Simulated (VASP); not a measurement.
Data:

```
Cd2STe
1.0
    4.34429     0.00000     0.00000
   -2.17215     3.76227     0.00000
    0.00000     0.00000     7.13586
Cd Te S
2 1 1
Direct
  0.66667   0.33333   0.47229
  0.00000   0.00000   0.02498
  0.00000   0.00000   0.63122
  0.66667   0.33333   0.11951
```

These are PBEsol GGA with spin-orbit coupling, VASP's PBE PAW potentials (set 64) (plane waves; VASP) values and carry that method's errors. Settings: 400 eV cut-off, 7×7×4 Γ-centred mesh, Gaussian smearing of 0.050 eV, potentials Cd Te S.

The path is coarsely sampled, so an indirect gap can come out somewhat too large.

Problem. What does the run give for the energy per atom (σ→0), band gap (over mesh and band path) with the smallest direct gap where there is one?

Solution. 
```
Item                                                   Result
---------------------------------------------  --------------
band gap (over mesh and band path)                    0.01 eV
smallest direct gap (over mesh and band path)         0.16 eV
energy per atom (σ→0)                          -3.064 eV/atom
```

Only differences to runs with the same potentials and settings are physical.

The structure comes from a computed database's Cd2TeS entry (P3m1); how it stands against other phases isn't given here. It was relaxed first, which changed the volume by -6 %.
